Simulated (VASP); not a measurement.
These are PBE GGA, VASP's PBE PAW potentials (set 64) (plane waves; VASP) values and carry that method's errors.

VASP input:

**INCAR**
```
ALGO  =  Normal
EDIFF  =  1E-6
EDIFFG  =  -0.01
ENCUT  =  400
GGA  =  PE
IBRION  =  2
ISIF  =  3
ISMEAR  =  1
LASPH  =  .TRUE.
LCHARG  =  .FALSE.
LMAXMIX  =  4
LREAL  =  .FALSE.
LWAVE  =  .FALSE.
NELM  =  100
NSW  =  40
PREC  =  Accurate
SIGMA  =  0.1
SYSTEM  =  Ga
```

**KPOINTS**
```
Automatic mesh
0
Gamma
6 6 5
0 0 0
```

### POSCAR
```
Ga
1
    2.3052000000    -3.9066000000    -0.0000000000
    2.3052000000     3.9066000000     0.0000000000
    0.0000000000     0.0000000000     4.6206000000
Ga
4
Direct
  0.1549000000   0.8451000000   0.9190000000
  0.3451000000   0.6549000000   0.4190000000
  0.6549000000   0.3451000000   0.5810000000
  0.8451000000   0.1549000000   0.0810000000
```

POTCAR, in this order: Ga_d (PBE.64 set). Program: vasp_std.

Energy and stress use the plane-wave basis of the starting cell.

Task: Estimate the energy per atom (σ→0), volume per atom, band gap (on the k-mesh).

Result: 
- energy per atom (σ→0): -280.6 kJ/mol-atom
- band gap (on the k-mesh): none (metal, semimetal or under 0.01 eV)
- volume per atom: 20.24 Å³/atom

OSZICAR:
```
...
   9 F= -.11633727E+02 E0= -.11633610E+02  d E =-.946142E-03
       N       E                     dE             d eps       ncg     rms          rms(c)
DAV:   1    -0.116340980123E+02   -0.37123E-03   -0.16960E-02  3162   0.107E+00    0.115E-01
DAV:   2    -0.116338860770E+02    0.21194E-03   -0.10589E-03  2866   0.441E-01    0.580E-02
DAV:   3    -0.116338066805E+02    0.79396E-04   -0.14895E-04  3797   0.134E-01    0.136E-02
DAV:   4    -0.116338025856E+02    0.40950E-05   -0.33701E-05  2505   0.513E-02    0.265E-03
DAV:   5    -0.116338025110E+02    0.74524E-07   -0.22074E-06  1932   0.143E-02
  10 F= -.11633803E+02 E0= -.11633656E+02  d E =-.753977E-04
```

The compound is Ga in the alpha structure. This run relaxes it. Symmetry was kept, so distortions that lower it aren't found.
